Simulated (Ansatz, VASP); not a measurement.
# CsSe4Cl in two plane-wave programs, part 2 of 2

Aim: how closely do two programs agree when they are given the same cell, functional and k mesh? The cell is generated by rule, not measured, and may not be a known phase. The cell is taken from a series of runs on this material, whose earlier steps may have relaxed, scaled, displaced or heated it; both programs get it as it stands.

VASP 6.6.1 and Ansatz 0.2.0.

So far: The starting structure; Ansatz: relaxation of cell and atoms, PBEsol.

### 3. VASP: relaxation of cell and atoms, PBEsol

Level of this step: PBEsol; plane waves and PAW (Cs_sv, Cl, Se); invented cell (VASP).

The same cell, functional, mesh and smearing now go to VASP, with its own data sets.

Lines of VASP's logs that name or quote its potential files are left out, and so is its time.

File INCAR:

```
SYSTEM = CsSe4Cl
PREC = Accurate
ENCUT = 500
EDIFF = 1E-07
NELM = 120
ISMEAR = 0
SIGMA = 0.1
LREAL = .FALSE.
ALGO = Normal
GGA = PS
NBANDS = 26
LORBIT = 11
LWAVE = .FALSE.
LCHARG = .FALSE.
ISIF = 3
IBRION = 2
NSW = 80
EDIFFG = -0.005
LASPH = .TRUE.
GGA_COMPAT = .FALSE.
NELMIN = 4
KPAR = 2
```

File POSCAR:

```
CsSe4Cl
1.0
    0.0000000000      4.9192950000      4.9192950000
    4.9192950000      0.0000000000      4.9192950000
    4.9192950000      4.9192950000      0.0000000000
Cs Cl Se
1 1 4
Direct
    0.5000000000      0.5000000000      0.5000000000
    0.0000000000      0.0000000000      0.0000000000
    0.1512827549      0.1512827549      0.1512827549
    0.5461517352      0.1512827549      0.1512827549
    0.1512827549      0.1512827549      0.5461517352
    0.1512827549      0.5461517352      0.1512827549
```

File KPOINTS:

```
Automatic mesh
0
Gamma
6 6 6
0 0 0
```

PAW data sets: Cs_sv, Cl and Se (PBE family, release 64).

Run with:

```console
> mpirun -np 2 vasp_std
```

Numbers of over 12 decimals in the logs are rounded to 6 here.

The program printed:

```text
[banner, memory and clock lines left out]
running    2 mpi-ranks, on    1 nodes
 distrk:  each k-point on    1 cores,    2 groups
 distr:  one band on    1 cores,    1 groups

 POSCAR found type information on POSCAR CsClSe
 POSCAR found :  3 types and       6 ions
|                                                                             |
|               ----> ADVICE to this user running VASP <----                  |
|                                                                             |
|     You enforced a specific xc type in the INCAR file but a different       |
|     [... a line on the potential file left out ...]
|     I HOPE YOU KNOW WHAT YOU ARE DOING!                                     |
|                                                                             |

 LDA part: xc-table for (Slater+PW92), standard interpolation
 POSCAR, INCAR and KPOINTS ok, starting setup
 FFT: planning ... GRIDC
 FFT: planning ... GRID_SOFT
 FFT: planning ... GRID
 WAVECAR not read
 entering main loop
       N       E                     dE             d eps       ncg     rms          rms(c)
DAV:   1     0.255287305567E+03    0.25529E+03   -0.14998E+04   832   0.119E+03
DAV:   2     0.943237841773E+01   -0.24585E+03   -0.24143E+03  1156   0.208E+02
DAV:   3    -0.176598717690E+02   -0.27092E+02   -0.26858E+02  1106   0.748E+01
DAV:   4    -0.181083598594E+02   -0.44849E+00   -0.44677E+00   986   0.113E+01
DAV:   5    -0.181142734486E+02   -0.59136E-02   -0.59111E-02  1024   0.133E+00    0.966E+00
DAV:   6    -0.179302584307E+02    0.18402E+00   -0.16009E-01   894   0.183E+00    0.580E+00
DAV:   7    -0.178809724769E+02    0.49286E-01   -0.25861E-01   944   0.217E+00    0.736E-01
DAV:   8    -0.178862660234E+02   -0.52935E-02   -0.18757E-02   946   0.640E-01    0.347E-01
DAV:   9    -0.178906131269E+02   -0.43471E-02   -0.36760E-03   924   0.271E-01    0.876E-02
DAV:  10    -0.178928539465E+02   -0.22408E-02   -0.54596E-04   976   0.115E-01    0.430E-02
DAV:  11    -0.178941113777E+02   -0.12574E-02   -0.57051E-04   832   0.108E-01    0.143E-02
DAV:  12    -0.178941273960E+02   -0.16018E-04   -0.27165E-05  1028   0.259E-02    0.566E-03
DAV:  13    -0.178941270032E+02    0.39278E-06   -0.23714E-06   860   0.101E-02    0.286E-03
DAV:  14    -0.178941268087E+02    0.19451E-06   -0.14978E-06   854   0.795E-03    0.118E-03
DAV:  15    -0.178941268118E+02   -0.30864E-08   -0.10747E-07   694   0.210E-03
   1 F= -.17894127E+02 E0= -.17871306E+02  d E =-.178941E+02
 curvature:   0.00 expect dE= 0.000E+00 dE for cont linesearch  0.000E+00
 trial: gam= 0.00000 g(F)=  0.845E-04 g(S)=  0.389E-04 ort = 0.000E+00 (trialstep = 0.100E+01)
 search vector abs. value=  0.123E-03
 bond charge predicted
       N       E                     dE             d eps       ncg     rms          rms(c)
DAV:   1    -0.178942955683E+02   -0.16876E-03   -0.65041E-03   840   0.382E-01    0.604E-02
DAV:   2    -0.178942162555E+02    0.79313E-04   -0.36863E-04   994   0.892E-02    0.412E-02
DAV:   3    -0.178941827472E+02    0.33508E-04   -0.66194E-05   882   0.345E-02    0.121E-02
DAV:   4    -0.178941783661E+02    0.43811E-05   -0.99809E-06   996   0.134E-02    0.643E-03
DAV:   5    -0.178941778079E+02    0.55825E-06   -0.41593E-07   866   0.345E-03    0.363E-03
DAV:   6    -0.178941773009E+02    0.50700E-06   -0.96563E-08   534   0.173E-03    0.779E-04
DAV:   7    -0.178941772413E+02    0.59600E-07   -0.20997E-08   484   0.812E-04
   2 F= -.17894177E+02 E0= -.17871345E+02  d E =-.504294E-04
 trial-energy change:   -0.000050  1 .order   -0.000053   -0.000123    0.000018
 step:   0.8624(harm=  0.8747)  dis= 0.00050  next Energy=   -17.894178 (dE=-0.517E-04)
 reached required accuracy - stopping structural energy minimisation
```

From OUTCAR (step 3):

```text
ion  position               nearest neighbor table
   1  0.500  0.500  0.500-
   2  0.000  0.000  0.000-   3 2.58   4 2.58   5 2.58   6 2.58
   3  0.151  0.151  0.151-   2 2.58   4 2.75   5 2.75   6 2.75
   4  0.546  0.151  0.151-   2 2.58   3 2.75   5 2.75   6 2.75
   5  0.151  0.151  0.546-   2 2.58   3 2.75   4 2.75   6 2.75
   6  0.151  0.546  0.151-   2 2.58   3 2.75   4 2.75   5 2.75

  LATTYP: Found a face centered cubic cell.
 ALAT       =     9.8385900000

 Subroutine GETGRP returns: Found 24 space group operations
 (whereof 24 operations were pure point group operations)

The static configuration has the point symmetry T_d .

 Found     16 irreducible k-points:

   k-points           NKPTS =     16   k-points in BZ     NKDIM =     16   number of bands    NBANDS=     26

   dimension x,y,z NGX =    54 NGY =   54 NGZ =   54
   dimension x,y,z NGXF=   108 NGYF=  108 NGZF=  108

   ENCUT  =  500.0 eV  36.75 Ry    6.06 a.u.  12.68 12.68 12.68*2*pi/ulx,y,z

   NELECT =      40.0000    total number of electrons

 k-points in reciprocal lattice and weights: Automatic mesh
   0.00000000  0.00000000  0.00000000       0.005
   0.16666667  0.00000000  0.00000000       0.037
   0.33333333  0.00000000  0.00000000       0.037
   0.50000000  0.00000000  0.00000000       0.019
   0.16666667  0.16666667  0.00000000       0.028
   0.33333333  0.16666667  0.00000000       0.111
   0.50000000  0.16666667  0.00000000       0.111
  -0.33333333  0.16666667  0.00000000       0.111
  -0.16666667  0.16666667  0.00000000       0.056
[...]
-0.33333333  0.33333333  0.16666667       0.111
  -0.33333333  0.50000000  0.16666667       0.056

 average (electrostatic) potential at core
       1 -50.3304       2 -96.1857       3 -57.7008       4 -57.7008       5 -57.7008
       6 -57.7008

 E-fermi :   1.0715

 k-point     1 :       0.0000    0.0000    0.0000
  band No.  band energies     occupation
    ...
     14      -1.9289      2.00000
     15      -1.9289      2.00000
     16      -1.2276      2.00000
     17      -1.2276      2.00000
     18      -1.2276      2.00000
     19       1.3028      0.00107
     20       1.3028      0.00107
     21       1.3028      0.00107
     22       2.0747      0.00000
     23       2.0747      0.00000
    ...

 k-point     2 :       0.1667    0.0000    0.0000
  band No.  band energies     occupation
    ...
     14      -1.9079      2.00000
     15      -1.9079      2.00000
     16      -1.3608      2.00000
     17      -1.3188      2.00000
     18      -1.3188      2.00000
     19       1.1286      0.41911
     20       1.1286      0.41911
     21       1.3059      0.00092
     22       2.0390      0.00000
     23       2.2218      0.00000
    ...

 k-point     3 :       0.3333    0.0000    0.0000
  band No.  band energies     occupation
    ...
     16      -1.5908      2.00000
     17      -1.4951      2.00000
     18      -1.4951      2.00000
     19       0.8867      1.99102
     20       0.8867      1.99102
     21       1.3121      0.00067
     22       1.9954      0.00000
     23       2.4155      0.00000
     24       2.4155      0.00000
     25       4.6342      0.00000
    ...

  Total       -0.0178570     -0.0178570     -0.0178570     -0.0000000      0.0000000     -0.0000000
  in kB       -0.1200496     -0.1200496     -0.1200496     -0.0000000      0.0000000     -0.0000000
  external PRESSURE =      -0.1200496 kB  Pullay stress =       0.0000000 kB

  energy-cutoff  :      500.00
  volume of cell :      238.32
      direct lattice vectors                 reciprocal lattice vectors
    -0.000000000  4.920884254  4.920884254    -0.101607755  0.101607755  0.101607755
     4.920884254  0.000000000  4.920884254     0.101607755 -0.101607755  0.101607755
     4.920884254  4.920884254  0.000000000     0.101607755  0.101607755 -0.101607755

 POSITION                                       TOTAL-FORCE (eV/Angst)
 -----------------------------------------------------------------------------------
      4.92088      4.92088      4.92088        -0.000000     -0.000000     -0.000000
      0.00000      0.00000      0.00000        -0.000000     -0.000000     -0.000000
      1.48831      1.48831      1.48831         0.000053      0.000053      0.000053
      1.48831      3.43258      3.43258         0.000053     -0.000053     -0.000053
      3.43258      3.43258      1.48831        -0.000053     -0.000053      0.000053
      3.43258      1.48831      3.43258        -0.000053      0.000053     -0.000053
 -----------------------------------------------------------------------------------
    total drift:                                0.000000      0.000000      0.000000

  FREE ENERGIE OF THE ION-ELECTRON SYSTEM (eV)
  ---------------------------------------------------
  free  energy   TOTEN  =       -17.8941772413 eV

  energy  without entropy=      -17.8485136967  energy(sigma->0) =      -17.87134547

 reached required accuracy - stopping structural energy minimisation

 total charge
# of ion       s       p       d       tot
------------------------------------------
    1        1.840   4.688   0.025   6.553
    2        1.618   3.366   0.000   4.984
    3        1.529   2.103   0.043   3.674
    4        1.529   2.103   0.043   3.674
    5        1.529   2.103   0.043   3.674
    6        1.529   2.103   0.043   3.674
--------------------------------------------------
tot          9.574  16.465   0.195  26.235

[... 3 further parts left out ...]
```

The k-mesh is coarse for a metal.

### 4. Side by side

Known differences besides the potentials themselves: the data sets hold 80 valence electrons in Ansatz (on its default PAW (the set named soft_2) files) and 40 in VASP; the cutoff is 420 eV in Ansatz and 500 eV in VASP; Ansatz makes its cores anew for this functional, VASP keeps those of its PBE data sets; Ansatz adds a Pulay correction to the stress that steers its cell, VASP none. Total energies have different zeros and are not compared.

Both answers:

| quantity | Ansatz | VASP | difference |
| --- | --- | --- | --- |
| volume (Å³) | 238.09 | 238.32 | -0.10 % |
| edge a after relaxation, in the typed setting (Å) | 6.957 | 6.959 | -0.03 % |

### 5. What came out

- difference in volume (relaxation of cell and atoms, PBEsol): -0.097 %

**Reading.** The difference in volume is -0.097 % (relaxation of cell and atoms, PBEsol), within the 1.2 % picked in this series as the mark of a large difference, as far as the stopping tolerances let one tell. The data sets hold unlike numbers of valence electrons (80 in Ansatz and 40 in VASP), so part of the differences comes from the potentials. How closely two codes agree says nothing of how well the functional describes the real material.

[Lines on the potential files, build, host, timing and source positions are cut from VASP's logs without a mark.]

[Logs are printed without paths, hosts, clocks, repeated set-up lines and the standing remarks that a program may print on its own settings, such as how far it seeks lower states.]

[Hosts, paths, dates, database ids (printed as entryN), source tags and the programs' standing remarks are cut or masked in the printed files.]
